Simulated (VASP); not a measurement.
# SiB (Pnma) in VASP: density of states with PBE

Aim: the density of states of SiB with PBE.

All numbers are computed with VASP 6.6.1; they aren't measurements. Logs are shortened: lines on timing, memory, paths and dates and some standing lists are left out, and cuts for length are marked.

## 1. The structure

Symmetry: Pnma, No. 62, orthorhombic system. The conventional cell has a = 5.240 Å, b = 2.977 Å, c = 5.670 Å, α = 90.00°, β = 90.00°, γ = 90.00°. Si (site symmetry m) is surrounded by 4 B at 2.05 to 2.19 Å. B (site symmetry m) has 2 B at 1.77 Å as nearest neighbours.

The cell was built by a generator and needn't be a form met in nature.

## 2. Density of states, PBE

POSCAR

```
SiB
1.0
    5.2403000000      0.0000000000      0.0000000000
    0.0000000000      2.9766800000      0.0000000000
    0.0000000000      0.0000000000      5.6696000000
Si B
4 4
Direct
    0.8313440000      0.7500000000      0.0942220000
    0.1686560000      0.2500000000      0.9057780000
    0.6686560000      0.2500000000      0.5942220000
    0.3313440000      0.7500000000      0.4057780000
    0.9303300000      0.7500000000      0.4444810000
    0.0696700000      0.2500000000      0.5555190000
    0.4303300000      0.7500000000      0.0555190000
    0.5696700000      0.2500000000      0.9444810000
```

INCAR.step1

```
SYSTEM = SiB
ALGO = Fast
EDIFF = 1E-6
ENCUT = 520
GGA = PE
ISIF = 2
ISMEAR = 0
KPAR = 4
LASPH = .True.
LCHARG = .True.
LREAL = .False.
LWAVE = .False.
NELM = 60
PREC = Accurate
SIGMA = 0.1
```

KPOINTS.step1

```
k-points
0
Gamma
  6 10 8
  0 0 0
```

INCAR.step2

```
SYSTEM = SiB
ALGO = Fast
EDIFF = 1E-6
ENCUT = 520
GGA = PE
ICHARG = 11
ISIF = 2
ISMEAR = -5
KPAR = 4
LASPH = .True.
LCHARG = .False.
LORBIT = 10
LREAL = .False.
LWAVE = .False.
NEDOS = 2001
NELM = 60
PREC = Accurate
SIGMA = 0.1
```

KPOINTS.step2

```
k-points
0
Gamma
  9 15 12
  0 0 0
```

Potentials or basis: VASP PAW PBE potentials, release 64 (Si, B).

Launch:

```sh
$ cat potpaw_PBE.64/Si/POTCAR potpaw_PBE.64/B/POTCAR > POTCAR
$ cp INCAR.step1 INCAR
$ cp KPOINTS.step1 KPOINTS
$ mpirun -np 4 vasp_std > vasp.out
$ cp INCAR.step2 INCAR
$ cp KPOINTS.step2 KPOINTS
$ mpirun -np 4 vasp_std > vasp.out
```

OUTCAR:

```text
SYSTEM = SiB
   EDIFF = 1E-6
   ENCUT = 520
   GGA = PE
   ICHARG = 11
   ISIF = 2
   ISMEAR = -5
   LASPH = .True.
   LORBIT = 10
   LREAL = .False.
   NELM = 60
   PREC = Accurate

 ion  position               nearest neighbor table
   1  0.831  0.750  0.094-   5 2.05   7 2.11   8 2.19   8 2.19   2 2.55   2 2.55
   2  0.169  0.250  0.906-   6 2.05   8 2.11   7 2.19   7 2.19   1 2.55   1 2.55
   3  0.669  0.250  0.594-   8 2.05   6 2.11   5 2.19   5 2.19   4 2.55   4 2.55
   4  0.331  0.750  0.406-   7 2.05   5 2.11   6 2.19   6 2.19   3 2.55   3 2.55
   5  0.930  0.750  0.444-   6 1.77   6 1.77   1 2.05   4 2.11   3 2.19   3 2.19
   6  0.070  0.250  0.556-   5 1.77   5 1.77   2 2.05   3 2.11   4 2.19   4 2.19
   7  0.430  0.750  0.056-   8 1.77   8 1.77   4 2.05   1 2.11   2 2.19   2 2.19
   8  0.570  0.250  0.944-   7 1.77   7 1.77   3 2.05   2 2.11   1 2.19   1 2.19

  LATTYP: Found a simple orthorhombic cell.
 ALAT       =     2.9766800000
 B/A-ratio  =     1.7604512410
 C/A-ratio  =     1.9046723195

  Lattice vectors:

 A1 = (   0.0000000000,  -2.9766800000,   0.0000000000)
 A2 = (   5.2403000000,   0.0000000000,   0.0000000000)
 A3 = (   0.0000000000,   0.0000000000,   5.6696000000)

Analysis of symmetry for initial positions (statically):
=====================================================================
 Subroutine PRICEL returns:
 Original cell was already a primitive cell.

 Routine SETGRP: Setting up the symmetry group for a
 simple orthorhombic supercell.

 Subroutine GETGRP returns: Found  8 space group operations
 (whereof  2 operations were pure point group operations)
 out of a pool of  8 trial point group operations.

The static configuration has the point symmetry S_2 .
 The point group associated with its full space group is D_2h.

Analysis of symmetry for dynamics (positions and initial velocities):
=====================================================================
 Subroutine PRICEL returns:
 Original cell was already a primitive cell.

 Routine SETGRP: Setting up the symmetry group for a
 simple orthorhombic supercell.

 Subroutine GETGRP returns: Found  8 space group operations
 (whereof  2 operations were pure point group operations)
 out of a pool of  8 trial point group operations.

The dynamic configuration has the point symmetry S_2 .
 The point group associated with its full space group is D_2h.

 Subroutine INISYM returns: Found  8 space group operations
 (whereof  2 operations are pure point group operations),
 and found     1 'primitive' translations

----------------------------------------------------------------------------------------

                                     Primitive cell

  volume of cell :      88.4384

  direct lattice vectors                    reciprocal lattice vectors
     5.240300000  0.000000000  0.000000000     0.190828769  0.000000000  0.000000000
     0.000000000  2.976680000  0.000000000     0.000000000  0.335944744  0.000000000
     0.000000000  0.000000000  5.669600000     0.000000000  0.000000000  0.176379286

  length of vectors
     5.240300000  2.976680000  5.669600000     0.190828769  0.335944744  0.176379286

  position of ions in fractional coordinates (direct lattice)
     0.831344000  0.750000000  0.094222000
     0.168656000  0.250000000  0.905778000
     0.668656000  0.250000000  0.594222000
     0.331344000  0.750000000  0.405778000
     0.930330000  0.750000000  0.444481000
     0.069670000  0.250000000  0.555519000
     0.430330000  0.750000000  0.055519000
     0.569670000  0.250000000  0.944481000

  ion indices of the primitive-cell ions
   primitive index   ion index
                 1           1
                 2           2
                 3           3
                 4           4
                 5           5
                 6           6
                 7           7
                 8           8

----------------------------------------------------------------------------------------

 KPOINTS: k-points

Automatic generation of k-mesh.
 Grid dimensions read from file:
 generate k-points for:    9   15   12

 Generating k-lattice:

  Cartesian coordinates                     Fractional coordinates (reciprocal lattice)
     0.021203197  0.000000000  0.000000000     0.111111111  0.000000000  0.000000000
     0.000000000  0.022396316  0.000000000     0.000000000  0.066666667  0.000000000
     0.000000000  0.000000000  0.014698274     0.000000000  0.000000000  0.083333333

  Length of vectors
     0.021203197  0.022396316  0.014698274

  Shift w.r.t. Gamma in fractional coordinates (k-lattice)
     0.000000000  0.000000000  0.000000000

 TETIRR: Found   4842 inequivalent tetrahedra from     9720

 Subroutine IBZKPT returns following result:
 ===========================================

 Found    280 irreducible k-points:

 Following reciprocal coordinates:
            Coordinates               Weight
  0.000000  0.000000  0.000000      1.000000
  0.111111  0.000000  0.000000      2.000000
  0.222222  0.000000  0.000000      2.000000
  0.333333  0.000000  0.000000      2.000000
  0.444444  0.000000  0.000000      2.000000
  0.000000  0.066667  0.000000      2.000000
[... 16 lines left out ...]
  0.222222  0.266667  0.000000      4.000000
  0.333333  0.266667  0.000000      4.000000
 [... further k-points ...]
   k-points           NKPTS =    280   k-points in BZ     NKDIM =    280   number of bands    NBANDS=     19
   number of dos      NEDOS =   2001   number of ions     NIONS =      8
   total plane-waves  NPLWV =  40320
   dimension x,y,z NGX =    40 NGY =   24 NGZ =   42
   dimension x,y,z NGXF=    80 NGYF=   48 NGZF=   84
   ions per type =               4   4
   NGX,Y,Z   is equivalent  to a cutoff of  12.69, 13.40, 12.32 a.u.
   NGXF,Y,Z  is equivalent  to a cutoff of  25.38, 26.81, 24.63 a.u.
 SYSTEM =  SiB
   PREC   = accura    normal or accurate (medium, high low for compatibility)
   ISTART =      0    job   : 0-new  1-cont  2-samecut
   ICHARG =     11    charge: 1-file 2-atom 10-const
   ISPIN  =      1    spin polarized calculation?
   LNONCOLLINEAR =      F non collinear calculations
   LSORBIT =      F    spin-orbit coupling
   LASPH  =      T    aspherical Exc in radial PAW
   ENCUT  =  520.0 eV  38.22 Ry    6.18 a.u.   9.74  5.53 10.54*2*pi/ulx,y,z
   NELM   =     60;   NELMIN=  2; NELMDL=  0     # of ELM steps
   EDIFF  = 0.1E-05   stopping-criterion for ELM
   LREAL  =      F    real-space projection
[... 7 lines left out ...]
   TEBEG  =    0.0;   TEEND  =   0.0 temperature during run
   PSTRESS=    0.0 pullay stress
   NELECT =      28.0000    total number of electrons
   NUPDOWN=      -1.0000    fix difference up-down
   EMIN   =  10.00;   EMAX   =-10.00  energy-range for DOS
   EFERMI =   0.00;   METHOD = LEGACY
   ISMEAR =    -5;   SIGMA  =   0.10  broadening in eV -4-tet -1-fermi 0-gaus
   EFERMI_NEDOS =   21; number of points for ismear=-14 and -15
   IALGO  =     68    algorithm
   IMIX   =      4    mixing-type and parameters
     AMIX     =   0.40;   BMIX     =  1.00
     AMIX_MAG =   1.60;   BMIX_MAG =  1.00
  volume/ion in A,a.u.               =      11.05        74.60
  Fermi-wavevector in a.u.,A,eV,Ry     =   1.115785  2.108528 16.938936  1.244977
  Thomas-Fermi vector in A             =   2.252393
   LORBIT       =     10    0 simple, 1 ext, 2 COOP (PROOUT), +10 PAW based schemes
   GGA     = PE    functional components
   LHFCALC =     F    Hartree Fock is set to
   AEXX    =    0.0000 exact exchange contribution
   IVDW    =     0    specifies the selected vdW correction
   LEPSILON=     F    determine dielectric tensor
   LRPA    =     F    only Hartree local field effects (RPA)
 non-spin polarized calculation
 RMM-DIIS sequential band-by-band and
 Fermi weights with tetrahedron method with Bloechl corrections
  energy-cutoff  :      520.00
  volume of cell :       88.44
 maximum number of plane-waves:      2406
 NGX is ok and might be reduce to    40

 number of electron      28.0000002 magnetization

 Free energy of the ion-electron system (eV)
  ---------------------------------------------------
  ext. energy  EPLUGINS =         0.00000000
  ---------------------------------------------------
  free energy    TOTEN  =       -46.02221904 eV

  energy without entropy =      -46.02221904  energy(sigma->0) =      -46.02221904

 E-fermi :   8.5839     XC(G=0): -11.1941

 val. band max:        8.6769354629   @ k =   0.0000   0.4000   0.5000
 cond. band min:       8.4442406085   @ k =   0.4444   0.2000   0.4167
 fundamental gap:     -0.2326948544
 Fermi energy:         8.5838745920

 k-point     1 :       0.0000    0.0000    0.0000
  band No.  band energies     occupation
      1      -6.2765      2.00000
      2      -3.6161      2.00000
      3      -1.4730      2.00000
      4      -0.9304      2.00000
      5      -0.7006      2.00000
      6       1.4464      2.00000
[... 11 lines left out ...]
     18      13.1906      0.00000
     19      13.5507      0.00000

 k-point     2 :       0.1111    0.0000    0.0000
  band No.  band energies     occupation
      1      -6.2184      2.00000
      2      -3.6523      2.00000
      3      -2.0014      2.00000
      4      -0.9013      2.00000
      5       0.0200      2.00000
      6       0.6579      2.00000
[... 11 lines left out ...]
     18      12.9447      0.00000
     19      13.3051      0.00000

 k-point     3 :       0.2222    0.0000    0.0000
  band No.  band energies     occupation
      1      -6.0447      2.00000
      2      -3.8659      2.00000
      3      -2.4393      2.00000
      4      -0.8964      2.00000
      5       0.0182      2.00000
      6       1.0952      2.00000
[... 11 lines left out ...]
     18      12.4134      0.00000
     19      12.6431      0.00000

 k-point     4 :       0.3333    0.0000    0.0000
  band No.  band energies     occupation
      1      -5.7579      2.00000
      2      -4.3357      2.00000
      3      -2.4358      2.00000
      4      -1.2183      2.00000
      5      -0.0761      2.00000
      6       1.2781      2.00000
[... 11 lines left out ...]
     18      12.0869      0.00000
     19      12.4072      0.00000

 k-point     5 :       0.4444    0.0000    0.0000
  band No.  band energies     occupation
      1      -5.3638      2.00000
      2      -4.8764      2.00000
      3      -2.1533      2.00000
      4      -1.7194      2.00000
      5       0.2362      2.00000
      6       0.7162      2.00000
[... 11 lines left out ...]
     18      12.0157      0.00000
     19      12.4082      0.00000
[... 334 lines left out ...]
      2      -2.6951      2.00000
      3      -0.4548      2.00000
      4      -0.2325      2.00000
      5       0.3740      2.00000
      6       1.8136      2.00000
[... 11 lines left out ...]
     18      12.4495      0.00000
     19      13.0538      0.00000

 k-point    22 :       0.1111    0.2667    0.0000
  band No.  band energies     occupation
      1      -5.1861      2.00000
      2      -2.7350      2.00000
      3      -0.9371      2.00000
      4      -0.1997      2.00000
      5       1.0372      2.00000
      6       1.5711      2.00000
[... 11 lines left out ...]
     18      12.6132      0.00000
     19      12.7427      0.00000

 k-point    23 :       0.2222    0.2667    0.0000
  band No.  band energies     occupation
      1      -5.0158      2.00000
      2      -2.9378      2.00000
      3      -1.3638      2.00000
      4      -0.1501      2.00000
      5       0.9434      2.00000
      6       2.0446      2.00000
[... 11 lines left out ...]
     18      12.0887      0.00000
     19      12.8221      0.00000

 k-point    24 :       0.3333    0.2667    0.0000
  band No.  band energies     occupation
      1      -4.7353      2.00000
      2      -3.3698      2.00000
      3      -1.3897      2.00000
      4      -0.3191      2.00000
      5       0.7090      2.00000
      6       1.9333      2.00000
[... 11 lines left out ...]
     18      12.0452      0.00000
     19      12.0616      0.00000

 [... further k-points ...]
[... 5 lines left out ...]
  --------------------------------------------------------------------------------------
  -------------------------------------------------------------------------------------
  Total       -0.0537349      0.1909809      0.0845909      0.0000000      0.0000000      0.0000000
  in kB       -0.9734779      3.4598700      1.5324761      0.0000000      0.0000000      0.0000000
  external PRESSURE =       1.3396227 kB  Pullay stress =       0.0000000 kB

 VOLUME and BASIS-vectors are now :
 -----------------------------------------------------------------------------
  energy-cutoff  :      520.00
  volume of cell :       88.44
      direct lattice vectors                 reciprocal lattice vectors
     5.240300000  0.000000000  0.000000000     0.190828769  0.000000000  0.000000000
     0.000000000  2.976680000  0.000000000     0.000000000  0.335944744  0.000000000
     0.000000000  0.000000000  5.669600000     0.000000000  0.000000000  0.176379286

 POSITION                                       TOTAL-FORCE (eV/Angst)
 -----------------------------------------------------------------------------------
      4.35649      2.23251      0.53420        -0.041920      0.000000      0.011345
      0.88381      0.74417      5.13540         0.041920      0.000000     -0.011345
      3.50396      0.74417      3.36900         0.041920     -0.000000      0.011345
      1.73634      2.23251      2.30060        -0.041920      0.000000     -0.011345
      4.87521      2.23251      2.52003         0.042157     -0.000000      0.010164
      0.36509      0.74417      3.14957        -0.042157      0.000000     -0.010164
      2.25506      2.23251      0.31477         0.042157     -0.000000     -0.010164
      2.98524      0.74417      5.35483        -0.042157      0.000000      0.010164
 -----------------------------------------------------------------------------------
    total drift:                               -0.000000      0.000000     -0.000000

  FREE ENERGIE OF THE ION-ELECTRON SYSTEM (eV)
  ---------------------------------------------------
  free  energy   TOTEN  =       -46.0222190380 eV

  energy  without entropy=      -46.0222190380  energy(sigma->0) =      -46.02221904

 total charge

# of ion       s       p       d       tot
------------------------------------------
    1        0.763   0.845   0.000   1.608
    2        0.763   0.845   0.000   1.608
    3        0.763   0.845   0.000   1.608
    4        0.763   0.845   0.000   1.608
    5        0.686   1.257   0.000   1.943
    6        0.686   1.257   0.000   1.943
    7        0.686   1.257   0.000   1.943
    8        0.686   1.257   0.000   1.943
--------------------------------------------------
tot          5.794   8.409   0.000  14.203
```

Run time: 4.8 min. Hardware: 4 MPI ranks of AMD EPYC 7R43 (Zen 3), shared host; peak memory 0.42 GiB.

Results:

```yaml
Valence_electrons_inside_the_program's_atomic_spheres: Si 1.61; B 1.94
```

States per cell in windows of 0.5 eV (zero at the Fermi level; states under -8 eV left out):
| from (eV) | total | B5_p | B6_p | B7_p | B8_p | Si1_p | Si2_p |
| --- | --- | --- | --- | --- | --- | --- | --- |
| -8.0 | 1.05 | 0.03 | 0.03 | 0.03 | 0.03 | 0.03 | 0.03 |
| -7.5 | 1.05 | 0.04 | 0.04 | 0.04 | 0.04 | 0.03 | 0.03 |
| -7.0 | 1.03 | 0.04 | 0.04 | 0.04 | 0.04 | 0.03 | 0.03 |
| -6.5 | 1.19 | 0.06 | 0.06 | 0.06 | 0.06 | 0.04 | 0.04 |
| -6.0 | 1.41 | 0.07 | 0.07 | 0.07 | 0.07 | 0.05 | 0.05 |
| -5.5 | 1.04 | 0.06 | 0.06 | 0.06 | 0.06 | 0.04 | 0.04 |
| -5.0 | 1.26 | 0.07 | 0.07 | 0.07 | 0.07 | 0.05 | 0.05 |
| -4.5 | 1.46 | 0.08 | 0.08 | 0.08 | 0.08 | 0.06 | 0.06 |
| -4.0 | 1.36 | 0.09 | 0.09 | 0.09 | 0.09 | 0.05 | 0.05 |
| -3.5 | 1.54 | 0.11 | 0.11 | 0.11 | 0.11 | 0.06 | 0.06 |
| -3.0 | 1.56 | 0.12 | 0.12 | 0.12 | 0.12 | 0.06 | 0.06 |
| -2.5 | 1.49 | 0.10 | 0.10 | 0.10 | 0.10 | 0.06 | 0.06 |
| -2.0 | 1.01 | 0.05 | 0.05 | 0.05 | 0.05 | 0.05 | 0.05 |
| -1.5 | 1.04 | 0.05 | 0.05 | 0.05 | 0.05 | 0.05 | 0.05 |
| -1.0 | 0.87 | 0.04 | 0.04 | 0.04 | 0.04 | 0.04 | 0.04 |
| -0.5 | 0.96 | 0.05 | 0.05 | 0.05 | 0.05 | 0.04 | 0.04 |
| 0.0 | 1.11 | 0.05 | 0.05 | 0.05 | 0.05 | 0.05 | 0.05 |
| 0.5 | 0.75 | 0.03 | 0.03 | 0.03 | 0.03 | 0.03 | 0.03 |
| 1.0 | 0.75 | 0.03 | 0.03 | 0.03 | 0.03 | 0.03 | 0.03 |
| 1.5 | 0.83 | 0.03 | 0.03 | 0.03 | 0.03 | 0.03 | 0.03 |
| 2.0 | 1.33 | 0.04 | 0.04 | 0.04 | 0.04 | 0.05 | 0.05 |
| 2.5 | 1.62 | 0.05 | 0.05 | 0.05 | 0.05 | 0.06 | 0.06 |
| 3.0 | 1.38 | 0.04 | 0.04 | 0.04 | 0.04 | 0.05 | 0.05 |
| 3.5 | 1.03 | 0.03 | 0.03 | 0.03 | 0.03 | 0.04 | 0.04 |
| 4.0 | 0.93 | 0.03 | 0.03 | 0.03 | 0.03 | 0.04 | 0.04 |
| 4.5 | 0.27 | 0.01 | 0.01 | 0.01 | 0.01 | 0.01 | 0.01 |
| 5.0 | 0.04 | 0.00 | 0.00 | 0.00 | 0.00 | 0.00 | 0.00 |
| 5.5 | 0.00 | 0.00 | 0.00 | 0.00 | 0.00 | 0.00 | 0.00 |

Caveat: tetrahedron occupations give inexact forces and stress in metals.
